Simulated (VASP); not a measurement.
Input of a VASP 6.6.1 run:

The input INCAR:

```
ALGO = Fast
EDIFF = 1E-5
EDIFFG = -0.03
ENCUT = 520
GGA = PE
IBRION = 2
ISIF = 3
ISMEAR = 0
ISYM = 0
KPAR = 2
LASPH = T
LCHARG = F
LREAL = Auto
LWAVE = F
NELM = 80
NSW = 110
PREC = Normal
SIGMA = 0.05
```

Contents of KPOINTS:

```
k-points
0
Gamma
  5 5 5
```

The input POSCAR:

```
AlB3P4
1.0
   -2.4970147500      2.4510105700      4.9304006200
    2.3367327800     -2.4963283200      4.8725669800
    2.4691362000      2.4684497800     -4.9531980600
Al B P
1 3 4
Direct
    0.9888192700      0.9687717500      0.9955339600
    0.4916812900      0.4631841400      0.9872847800
    0.7633926600      0.2915190200      0.5170665200
    0.2540222600      0.7425406500      0.4754538900
    0.1262095400      0.5718115000      0.9888165100
    0.5640903800      0.0854807400      0.9503977100
    0.8749978100      0.8724515300      0.4557536700
    0.4058068900      0.4298119000      0.5209757400
```

Potentials or basis: VASP PAW PBE potentials, release 64 (Al, B, P).

The run is started by

```bash
$ cat potpaw_PBE.64/Al/POTCAR potpaw_PBE.64/B/POTCAR potpaw_PBE.64/P/POTCAR > POTCAR
$ mpirun -np 2 vasp_std > vasp.out
```

**Question.** Estimate the relaxed volume.

**Answer.** 13.80 Å³/atom.

**Question.** Predict the space group after relaxing (to 0.05 Å).

**Answer.** I-42m (No. 121).

**Question.** Predict the relaxed cell.

**Answer.** a = 5.864 Å, b = 5.864 Å, c = 5.864 Å, α = 131.59°, β = 131.61°, γ = 70.86°.

Final structure:
```
Al B P
1.0
    -2.40394    2.40256    4.77805
     2.40474   -2.40364    4.77726
     2.40380    2.40393   -4.77835
Al B P
1 3 4
Direct
  0.99639 0.99075 0.98648
  0.49599 0.49065 0.98633
  0.74597 0.24057 0.48634
  0.24621 0.74078 0.48647
  0.13872 0.57870 0.98625
  0.58447 0.13348 0.98650
  0.85347 0.84800 0.43197
  0.40779 0.40264 0.54093
```
